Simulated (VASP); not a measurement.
Set up this calculation in VASP 6.6.1, as the native input.

* Task: single point
* Functional: LDA
* Potentials or basis: VASP PAW LDA potentials, release 64 (Ge_d)
* Cutoff: 350 eV
* k mesh: 6 × 6 × 6
* Occupations: gaussian, width 0.02 eV
* Spin: no spin polarisation
* Further INCAR settings: ALGO = Normal; EDIFF = 1e-07

The structure of Ge lies in POSCAR:

```
Ge                                      
1.0
    0.0000000000      2.7533942701      2.7533942701
    2.7533942701      0.0000000000      2.7533942701
    2.7533942701      2.7533942701      0.0000000000
  Ge            
     2
Direct
     0.0000000000000000    0.0000000000000000    0.0000000000000000
     0.2500000000000000    0.2500000000000000    0.2500000000000000
```

The cell isn't the ideal one: a relaxed cell with its volume scaled by 0.94.

One way to write it, as run:

INCAR

```
SYSTEM = Ge
  PREC = Accurate
  ENCUT = 350
  EDIFF = 1E-7
  ISMEAR = 0
  SIGMA = 0.02
  LREAL = .FALSE.
  LASPH = .TRUE.
  NELM = 60
  ALGO = Normal
  ISIF = 2
  LWAVE = .FALSE.
  LCHARG = .FALSE.
  GGA = CA
```

KPOINTS

```
Automatic mesh
0
G
  6 6 6
  0 0 0
```

Potentials or basis: VASP PAW LDA potentials, release 64 (Ge_d).

Command:

```bash
$ cat potpaw_LDA.64/Ge_d/POTCAR > POTCAR
$ mpirun -np 1 vasp_std > vasp.out
```

Results of the run:

```
Band gap on the k mesh : 0.32 eV, indirect (least direct gap 0.62 eV)
```

Wall time 6 s on 1 thread of AMD EPYC 7R13 Processor (Zen 3) (shared host), peak memory 0.09 GiB.
